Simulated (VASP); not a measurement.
Input of a VASP 6.6.1 run:

The input INCAR:

```
PREC = Accurate
ENCUT = 520
EDIFF = 1E-6
ISMEAR = 0
SIGMA = 0.03
LREAL = False
LASPH = True
NELM = 150
ALGO = Normal
ISIF = 2
LWAVE = False
LCHARG = False
METAGGA = R2SCAN
LMIXTAU = True
NBANDS = 72
KPAR = 4
```

The input KPOINTS:

```
Automatic mesh
0
Gamma
  6 6 2
```

POSCAR

```
Sn2GeO3
1.0
    3.7925000000      0.0000000000      0.0000000000
    0.0000000000      3.7925000000      0.0000000000
    0.0000000000      0.0000000000     14.6220400000
Sn Ge O
4 2 6
Direct
    0.0000000000      0.5000000000      0.5934220000
    0.5000000000      0.0000000000      0.7561880000
    0.5000000000      0.0000000000      0.4065780000
    0.0000000000      0.5000000000      0.2438120000
    0.0000000000      0.5000000000      0.9332990000
    0.5000000000      0.0000000000      0.0667010000
    0.5000000000      0.5000000000      0.6746300000
    0.0000000000      0.0000000000      0.6746300000
    0.5000000000      0.5000000000      0.0000000000
    0.0000000000      0.0000000000      0.0000000000
    0.0000000000      0.0000000000      0.3253700000
    0.5000000000      0.5000000000      0.3253700000
```

Potentials or basis: VASP PAW PBE potentials, release 64 (Sn_d, Ge_d, O).

The run is started by

```sh
$ cat potpaw_PBE.64/Sn_d/POTCAR potpaw_PBE.64/Ge_d/POTCAR potpaw_PBE.64/O/POTCAR > POTCAR
$ mpirun -np 4 vasp_std > vasp.out
```

(1) Predict the largest force.

(2) Estimate the pressure.

(3) Predict the band gap on the k mesh.

Results:

(1) 0.489 eV/Å.

(2) -3.8 GPa.

(3) 1.00 eV, indirect (least direct gap 1.74 eV).

Caveat: the PAW data sets were made with another functional, which shifts forces and pressure a little; spin-orbit coupling is left out, which moves the levels of the heavy elements.
